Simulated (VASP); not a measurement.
An input for Ansatz (written as the equivalent of a VASP run, and not itself run):

Ansatz 0.2 input:
```yaml
crystal:
  lattice:
    - [2.1651462, -3.7501435, 0.0000000]
    - [2.1651462, 3.7501435, 0.0000000]
    - [0.0000000, 0.0000000, 7.4081580]
  atoms:
    - { symbol: Cd, position: [0.0000000, 1.0000000, 0.0000000] }
    - { symbol: I, position: [0.3333330, 0.6666670, 0.2318990] }
    - { symbol: I, position: [0.6666670, 0.3333330, 0.7681010] }
kpoints:
  mp_grid: { grid: [6, 6, 4] }
hamiltonian:
  xc: pbe
  pseudopotentials: { kind: paw }
scf:
  occupations: { method: gaussian, width: 0.05 }
  max_iter: 100
relax:
  max_steps: 40
  f_tol: 0.01
  cell: { p_target: 10 }
output: { forces: true, stress: true, eigenvalues: true }
```

Task: Write the VASP files for the same calculation (PBE).

Result: Several could match; the one computed here: 
### KPOINTS
```
Automatic mesh
0
Gamma
6 6 4
0 0 0
```

### INCAR
```
SYSTEM = CdI2
PREC = Accurate
ENCUT = 480
EDIFF = 1E-7
NELM = 100
ALGO = Normal
LREAL = .FALSE.
LASPH = .TRUE.
ISMEAR = 0
SIGMA = 0.05
GGA = PE
LMAXMIX = 4
LWAVE = .FALSE.
LCHARG = .FALSE.
ISIF = 3
IBRION = 2
NSW = 40
EDIFFG = -0.01
PSTRESS = 100
```

**POSCAR**
```
CdI2
1
    2.1651461853    -3.7501435046    -0.0000000000
    2.1651461853     3.7501435046     0.0000000000
    0.0000000000     0.0000000000     7.4081580340
Cd I
1 2
Direct
  0.0000000000   1.0000000000   0.0000000000
  0.3333330000   0.6666670000   0.2318990077
  0.6666670000   0.3333330000   0.7681009923
```

POTCAR, in this order: Cd I (PBE.64 set). Program: vasp_std.

The two are equivalent in intent, not identical: each code has its own PAW files, so the cut-off isn't converted (ENCUT is set for VASP's; basis.ecutwfc is left out, and Ansatz then takes the one that its files recommend); Ansatz stops its SCF on the density residual and VASP on the energy change (EDIFF).

The compound is CdI2 in the 1T layered structure. This run relaxes it under an external pressure of 10 GPa. Symmetry was kept, so distortions that lower it aren't found.
